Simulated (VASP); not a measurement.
Computed with PBEsol GGA, VASP's PBE PAW potentials (set 64) (plane waves; VASP 6.6.1).

The input files of a VASP run:

KPOINTS:
```
Automatic mesh
0
Gamma
7 7 7
0 0 0
```

### INCAR
```
SYSTEM = PbTe
PREC = Accurate
ENCUT = 500
EDIFF = 1E-6
NELM = 100
ALGO = Normal
LREAL = .FALSE.
LASPH = .TRUE.
ISMEAR = 0
SIGMA = 0.05
GGA = PS
LMAXMIX = 4
LWAVE = .FALSE.
LCHARG = .FALSE.
IBRION = 2
ISIF = 3
NSW = 40
EDIFFG = -0.02
PSTRESS = 50
```

### POSCAR
```
PbTe
1
    0.0000000000     3.1252668048     3.1252668048
    3.1252668048    -0.0000000000     3.1252668048
    3.1252668048     3.1252668048     0.0000000000
Pb Te
1 1
Direct
  0.0000000000   0.0000000000   0.0000000000
  0.5000000000   0.5000000000   0.5000000000
```

POTCAR, in this order: Pb_d Te (PBE.64 set). Program: vasp_std.

What will the output report for the number of irreducible k-points (NKPTS), largest plane-wave count, number of space-group operations, FFT grid (NGX, NGY, NGZ)?

The number of irreducible k-points (NKPTS) is 20, the largest plane-wave count is 1564 and the number of space-group operations is 48. The FFT grid (NGX, NGY, NGZ) is 32 × 32 × 32.

The structure was generated: PbTe was put into the rock salt type (Fm-3m), which need not be its known phase. It was relaxed first under an external pressure of 5 GPa.
